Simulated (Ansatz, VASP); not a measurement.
# SbP in two plane-wave programs, part 2 of 2

One calculation is typed for both programs; each brings its own data sets. How far apart do they land? The cell is generated by rule, not measured, and may not be a known phase. The cell is taken from a series of runs on this material, whose earlier steps may have relaxed, scaled, displaced or heated it; both programs get it as it stands.

VASP 6.6.1 and Ansatz 0.2.0.

So far. Step 2 (VASP: single point, LDA, pair 1): The run ends at a pressure of -0.95 GPa, with forces up to 0.73 eV/Å. Step 3 (Ansatz: single point, LDA, pair 1): The run ends at a pressure of -1.10 GPa, with forces up to 0.72 eV/Å.

## Step 6: VASP: single point, LDA, pair 2

Level of this step: LDA; plane waves and PAW (Sb, P); invented cell (VASP).

With cell and atoms fixed, the geometry can't cause a difference; cores, projectors, grids and the points listed under the comparison can.

Input file INCAR:

```
SYSTEM = SbP
PREC = Accurate
ENCUT = 500
EDIFF = 1E-06
NELM = 120
ISMEAR = 1
SIGMA = 0.15
LREAL = .FALSE.
ALGO = Normal
GGA = PW92
NBANDS = 28
LORBIT = 11
LWAVE = .FALSE.
LCHARG = .FALSE.
ISIF = 2
LASPH = .TRUE.
GGA_COMPAT = .FALSE.
KPAR = 2
```

Input file POSCAR:

```
SbP
1.0
    0.0000000000     -3.0787780828     -3.0787780828
    0.0000000000      3.0787780828     -3.0787780828
   12.3151123313      0.0000000000      0.0000000000
Sb P
4 4
Direct
    0.5000000000      0.4051941938      0.2500000000
    0.5000000000      0.5948058062      0.7500000000
    0.0000000000      0.0882565286      0.0000000000
    0.0000000000      0.9117434714      0.5000000000
    0.0000000000      0.6378027442      0.8750000000
    0.0000000000      0.3621972558      0.3750000000
    0.5000000000      0.1256330372      0.6250000000
    0.5000000000      0.8743669628      0.1250000000
```

Input file KPOINTS:

```
Automatic mesh
0
Gamma
8 8 4
0 0 0
```

Potentials, in the order of the species: Sb and P (LDA family, release 64).

Launch:

```sh
$ mpirun -np 2 vasp_std
```

Numbers of over 12 decimals in the logs are rounded to 6 here.

Output:

```text
[banner, memory and clock lines left out]
running    2 mpi-ranks, on    1 nodes
[...]
[... a notice as in an earlier step ...]

 LDA part: xc-table for (Slater(with rela. corr.)+PW92), standard interpolation
 POSCAR, INCAR and KPOINTS ok, starting setup
[...]
entering main loop
       N       E                     dE             d eps       ncg     rms          rms(c)
DAV:   1     0.192552377489E+03    0.19255E+03   -0.13630E+04  4200   0.110E+03
DAV:   2    -0.201723049642E+02   -0.21272E+03   -0.20721E+03  5160   0.184E+02
DAV:   3    -0.398436126796E+02   -0.19671E+02   -0.19212E+02  5224   0.602E+01
DAV:   4    -0.404107463475E+02   -0.56713E+00   -0.56114E+00  5448   0.106E+01
[...]
DAV:  10    -0.395302735232E+02   -0.13529E-04   -0.41233E-04  5108   0.920E-02    0.728E-02
DAV:  11    -0.395302604246E+02    0.13099E-04   -0.84508E-05  4876   0.414E-02    0.213E-02
DAV:  12    -0.395302613917E+02   -0.96715E-06   -0.88791E-06  5136   0.144E-02
   1 F= -.39530261E+02 E0= -.39529741E+02  d E =-.156248E-02
```

From OUTCAR (step 6):

```text
  Total       -2.0140352     -2.8006243     -2.8006243      0.0000000     -1.1900573      0.0000000
  in kB      -13.8214145    -19.2194204    -19.2194204      0.0000000     -8.1668260      0.0000000
  external PRESSURE =     -17.4200851 kB  Pullay stress =       0.0000000 kB

 POSITION                                       TOTAL-FORCE (eV/Angst)
 -----------------------------------------------------------------------------------
      3.07878     -0.29189     -2.78689         0.223889     -0.649241      0.649241
      9.23633      0.29189     -3.37066         0.223889      0.649241     -0.649241
      0.00000      0.27172     -0.27172         0.758065      0.355612     -0.355612
      6.15756      2.80706     -2.80706         0.758065     -0.355612      0.355612
     10.77572      1.96365     -1.96365        -0.538481     -0.318725      0.318725
      4.61817      1.11512     -1.11512        -0.538481      0.318725     -0.318725
      7.69695     -1.15259     -1.92619        -0.443473     -0.462870      0.462870
      1.53939      1.15259     -4.23137        -0.443473      0.462870     -0.462870
 -----------------------------------------------------------------------------------
    total drift:                                0.000177      0.000000     -0.000000

  FREE ENERGIE OF THE ION-ELECTRON SYSTEM (eV)
  ---------------------------------------------------
  free  energy   TOTEN  =       -39.5302613917 eV

  energy  without entropy=      -39.5286989087  energy(sigma->0) =      -39.52974056

[... 2 parts as in an earlier step ...]

[... 1 further part left out ...]
[key lines of the parts left out:]
E-fermi :   5.0511
```

The run ends at a pressure of -1.74 GPa, with forces up to 0.95 eV/Å.

## Step 7: Ansatz: single point, LDA, pair 2

The same cell, functional (in two slightly different forms), mesh and smearing now go to Ansatz, which takes its cutoff from its data sets.

The cell is taken from a series of runs on this material, whose earlier steps may have relaxed, scaled, displaced or heated it; both programs get it as it stands.

Input file input.yaml:

```yaml
crystal:
  lattice:
    - [0.0, -3.0787780828, -3.0787780828]
    - [0.0, 3.0787780828, -3.0787780828]
    - [12.3151123313, 0.0, 0.0]
  atoms:
    - { symbol: Sb, position: [0.5, 0.4051941938, 0.25] }
    - { symbol: Sb, position: [0.5, 0.5948058062, 0.75] }
    - { symbol: Sb, position: [0.0, 0.0882565286, 0.0] }
    - { symbol: Sb, position: [0.0, -0.0882565286, 0.5] }
    - { symbol: P, position: [0.0, 0.6378027442, 0.875] }
    - { symbol: P, position: [0.0, 0.3621972558, 0.375] }
    - { symbol: P, position: [0.5, 0.1256330372, 0.625] }
    - { symbol: P, position: [0.5, -0.1256330372, 0.125] }
kpoints:
  mp_grid: { grid: [8, 8, 4] }
hamiltonian:
  xc: lda
scf:
  occupations: { method: methfessel_paxton, width: 0.15 }
output:
  forces: true
  stress: true
  eigenvalues: true
```

Launch:

```sh
$ ansatz run input.yaml --threads 4 --pin off --max-ram 7168MiB --backend cpu --events-out ev --progress --plain --runs-dir out
```

Output:

```text
[...]
Crystal: 8 atoms, lattice volume = 233.467 Å³
Basis set: ecut = 420 eV, 4513 PW (Γ)
Bands: 48, of which v1, the nominal top of the filled ones, is band 40 counted from 1 (39 counted from 0)
Symmetry: 4 space group operations
[...]
k-points: 75 of 256 (time reversal used)
[...]
k-point 0: bands = [... 36 lower, 5.0270, 5.5205, 5.8575, 6.0529, 6.2325, 6.4364, 6.6184, 7.1487, ... 4 higher]
  k-point 1: bands = [... 36 lower, 5.1707, 5.5268, 5.8832, 6.0944, 6.1049, 6.4063, 6.7448, 7.1539, ... 4 higher]
  k-point 2: bands = [... 36 lower, 5.4338, 5.4338, 6.0253, 6.0253, 6.1632, 6.1632, 6.9940, 6.9940, ... 4 higher]
  k-point 74: bands = [... 36 lower, 5.8097, 5.8097, 5.8866, 5.8866, 7.1991, 7.1991, 7.3026, 7.3026, ... 4 higher]
[key lines of the parts left out:]
SCF converged after 9 iterations
Free energy (F): -28243.353453 eV
Fermi energy:    6.707579 eV
P = ⅓ Tr σ = -1.8928 GPa (-18.928 kbar)
```

The run ends at a pressure of -1.89 GPa, with forces up to 0.94 eV/Å.

## Step 8: Differences

What differs besides the data sets and the points named for the pairs above, as far as they apply: the data sets hold 80 valence electrons in Ansatz (on its default PAW (the set named soft_2) files) and 40 in VASP. Total energies have different zeros and are not compared.

Both answers:

| quantity | Ansatz | VASP | difference |
| --- | --- | --- | --- |
| pressure (GPa) | -1.89 | -1.74 | -0.15 |

Forces (eV/Å; atoms numbered as in POSCAR):

| atom | Ansatz x, y, z | VASP x, y, z |
| --- | --- | --- |
| Sb1 | 0.224, -0.643, 0.643 | 0.224, -0.649, 0.649 |
| Sb2 | 0.224, 0.643, -0.643 | 0.224, 0.649, -0.649 |
| Sb3 | 0.736, 0.322, -0.322 | 0.758, 0.356, -0.356 |
| Sb4 | 0.736, -0.322, 0.322 | 0.758, -0.356, 0.356 |
| P5 | -0.522, -0.294, 0.294 | -0.538, -0.319, 0.319 |
| P6 | -0.522, 0.294, -0.294 | -0.538, 0.319, -0.319 |
| P7 | -0.438, -0.461, 0.461 | -0.443, -0.463, 0.463 |
| P8 | -0.438, 0.461, -0.461 | -0.443, 0.463, -0.463 |

The forces differ by 19 meV/Å r.m.s., which is 3.9 % of the r.m.s. force of 0.486 eV/Å (both taken over all components).

## Step 9: VASP: single point, LDA, pair 3

With cell and atoms fixed, the geometry can't cause a difference; cores, projectors, grids and the points listed under the comparison can.

INCAR is that of step 6.

Input file POSCAR:

```
SbP
1.0
    0.0000000000     -3.0787780828     -3.0787780828
    0.0000000000      3.0787780828     -3.0787780828
   12.3151123313      0.0000000000      0.0000000000
Sb P
4 4
Direct
    0.5074993454      0.5227764442      0.2500000000
    0.4925006546      0.4772235558      0.7500000000
    0.9952235114      0.9907858168      0.0000000000
    0.0047764886      0.0092141832      0.5000000000
    0.9886769535      0.4840958438      0.8750000000
    0.0113230465      0.5159041562      0.3750000000
    0.5059699632      0.9684051023      0.6250000000
    0.4940300368      0.0315948977      0.1250000000
```

KPOINTS is that of step 6.

Launch:

```sh
$ mpirun -np 2 vasp_std
```

Output:

```text
[... set-up lines as in an earlier step ...]
 entering main loop
       N       E                     dE             d eps       ncg     rms          rms(c)
DAV:   1     0.194556439750E+03    0.19456E+03   -0.13743E+04  5712   0.110E+03
DAV:   2    -0.196664256016E+02   -0.21422E+03   -0.20864E+03  7080   0.186E+02
DAV:   3    -0.394533198626E+02   -0.19787E+02   -0.19328E+02  7116   0.601E+01
DAV:   4    -0.400392176199E+02   -0.58590E+00   -0.57881E+00  7360   0.107E+01
[...]
DAV:  11    -0.391708262236E+02    0.50623E-05   -0.14795E-04  6516   0.428E-02    0.185E-02
DAV:  12    -0.391708199718E+02    0.62518E-05   -0.30066E-05  6724   0.220E-02    0.148E-02
DAV:  13    -0.391708200407E+02   -0.68860E-07   -0.28488E-06  4916   0.717E-03
   1 F= -.39170820E+02 E0= -.39165640E+02  d E =-.155409E-01
```

OUTCAR, selected parts (step 9):

```text
  Total        0.1941591      0.5932186      0.6635317      0.0000000     -0.1388468      0.0000000
  in kB        1.3324265      4.0709912      4.5535186      0.0000000     -0.9528426      0.0000000
  external PRESSURE =       3.3189788 kB  Pullay stress =       0.0000000 kB

 POSITION                                       TOTAL-FORCE (eV/Angst)
 -----------------------------------------------------------------------------------
      3.07878      0.04703     -3.17199         0.029610      0.101344     -0.191526
      9.23633     -0.04703     -2.98557         0.029610     -0.101344      0.191526
      0.00000     -0.01366     -6.11448         0.021021     -0.023066      0.099810
      6.15756      0.01366     -0.04307         0.021021      0.023066     -0.099810
     10.77572     -1.55349     -4.53434        -0.014240     -0.015605      0.056547
      4.61817      1.55349     -1.62322        -0.014240      0.015605     -0.056547
      7.69695      1.42374     -4.53927        -0.036391     -0.080086      0.065273
      1.53939     -1.42374     -1.61828        -0.036391      0.080086     -0.065273
 -----------------------------------------------------------------------------------
    total drift:                                0.000014      0.000000     -0.000000

  FREE ENERGIE OF THE ION-ELECTRON SYSTEM (eV)
  ---------------------------------------------------
  free  energy   TOTEN  =       -39.1708200407 eV

  energy  without entropy=      -39.1552791200  energy(sigma->0) =      -39.16563973

[... 1 part as in an earlier step ...]

[... 2 further parts left out ...]
[key lines of the parts left out:]
E-fermi :   5.1370
```

The run ends at a pressure of 0.33 GPa, with forces up to 0.22 eV/Å.

## Step 10: Ansatz: single point, LDA, pair 3

The same cell, functional (in two slightly different forms), mesh and smearing now go to Ansatz, which takes its cutoff from its data sets.

The cell is taken from a series of runs on this material, whose earlier steps may have relaxed, scaled, displaced or heated it; both programs get it as it stands.

input.yaml, the sections that differ from step 7:

```yaml
crystal:
  lattice:
    - [0.0, -3.0787780828, -3.0787780828]
    - [0.0, 3.0787780828, -3.0787780828]
    - [12.3151123313, 0.0, 0.0]
  atoms:
    - { symbol: Sb, position: [0.5074993454, 0.5227764442, 0.25] }
    - { symbol: Sb, position: [0.4925006546, 0.4772235558, 0.75] }
    - { symbol: Sb, position: [-0.0047764886, -0.0092141832, 0.0] }
    - { symbol: Sb, position: [0.0047764886, 0.0092141832, 0.5] }
    - { symbol: P, position: [-0.0113230465, 0.4840958438, 0.875] }
    - { symbol: P, position: [0.0113230465, 0.5159041562, 0.375] }
    - { symbol: P, position: [0.5059699632, -0.0315948977, 0.625] }
    - { symbol: P, position: [0.4940300368, 0.0315948977, 0.125] }
# kpoints, hamiltonian, scf, output: as in step 7
```

Launch:

```sh
$ ansatz run input.yaml --threads 4 --pin off --max-ram 7168MiB --backend cpu --events-out ev --progress --plain --runs-dir out
```

Output:

```text
[...]
Crystal: 8 atoms, lattice volume = 233.467 Å³
Basis set: ecut = 420 eV, 4513 PW (Γ)
Bands: 48, of which v1, the nominal top of the filled ones, is band 40 counted from 1 (39 counted from 0)
Symmetry: 2 space group operations
[...]
k-points: 102 of 256 (time reversal used)
[...]
k-point 0: bands = [... 36 lower, 4.5443, 5.9361, 6.1149, 6.2255, 6.2483, 6.4073, 6.4620, 7.3103, ... 4 higher]
  k-point 1: bands = [... 36 lower, 4.8456, 5.9011, 6.0214, 6.0433, 6.2299, 6.5240, 6.5658, 7.1855, ... 4 higher]
  k-point 2: bands = [... 36 lower, 5.4508, 5.4508, 5.9180, 5.9180, 6.4195, 6.4195, 6.8914, 6.8914, ... 4 higher]
  k-point 101: bands = [... 36 lower, 6.5465, 6.5465, 6.6844, 6.6844, 6.8118, 6.8118, 6.9495, 6.9495, ... 4 higher]
[key lines of the parts left out:]
SCF converged after 7 iterations
Free energy (F): -28242.994826 eV
Fermi energy:    6.792243 eV
P = ⅓ Tr σ = 0.1935 GPa (1.935 kbar)
```

The run ends at a pressure of 0.19 GPa, with forces up to 0.21 eV/Å.

## Step 11: Side by side

What differs besides the data sets and the points named for the pairs above, as far as they apply: the data sets hold 80 valence electrons in Ansatz (on its default PAW (the set named soft_2) files) and 40 in VASP. Total energies have different zeros and are not compared.

The two programs side by side:

| quantity | Ansatz | VASP | difference |
| --- | --- | --- | --- |
| pressure (GPa) | 0.19 | 0.33 | -0.14 |

Forces (eV/Å; atoms numbered as in POSCAR):

| atom | Ansatz x, y, z | VASP x, y, z |
| --- | --- | --- |
| Sb1 | 0.030, 0.102, -0.186 | 0.030, 0.101, -0.192 |
| Sb2 | 0.030, -0.102, 0.186 | 0.030, -0.101, 0.192 |
| Sb3 | 0.021, -0.015, 0.094 | 0.021, -0.023, 0.100 |
| Sb4 | 0.021, 0.015, -0.094 | 0.021, 0.023, -0.100 |
| P5 | -0.014, -0.019, 0.063 | -0.014, -0.016, 0.057 |
| P6 | -0.014, 0.019, -0.063 | -0.014, 0.016, -0.057 |
| P7 | -0.037, -0.081, 0.068 | -0.036, -0.080, 0.065 |
| P8 | -0.037, 0.081, -0.068 | -0.036, 0.080, -0.065 |

The forces differ by 4.0 meV/Å r.m.s., which is 5.1 % of the r.m.s. force of 0.079 eV/Å (both taken over all components).

## Step 12: What came out

```yaml
r_m_s_force_difference_single_point_lda_pair_1: 4.4 % of the r.m.s. force
r_m_s_force_difference_single_point_lda_pair_2: 3.9 % of the r.m.s. force
r_m_s_force_difference_single_point_lda_pair_3: 4.0 meV/Å
```

In words: The r.m.s. force difference is 4.4 % of the r.m.s. force (single point, LDA, pair 1), beyond the 3 % picked in this series as the mark of a large difference. The data sets hold unlike numbers of valence electrons (80 in Ansatz and 40 in VASP), so part of the differences comes from the potentials. Single point, LDA, pair 1, VASP with the data sets Sb_d_GW and P: r.m.s. force difference goes from 14 to 3.1 meV/Å; the difference in pressure goes from -0.14 to 0.011 GPa. What causes the difference of the single point, LDA, pair 2 pair stays open here. 3 further runs of this series are not shown here. Such differences can come from data sets, numerical settings and the points named under the comparisons, not from the functional's error against experiment.

[Lines on the potential files, build, host, timing and source positions are cut from VASP's logs without a mark.]

[Logs are printed without paths, hosts, clocks, repeated set-up lines and the standing remarks that a program may print on its own settings, such as how far it seeks lower states.]

[Hosts, paths, dates, database ids (printed as entryN), source tags and the programs' standing remarks are cut or masked in the printed files.]
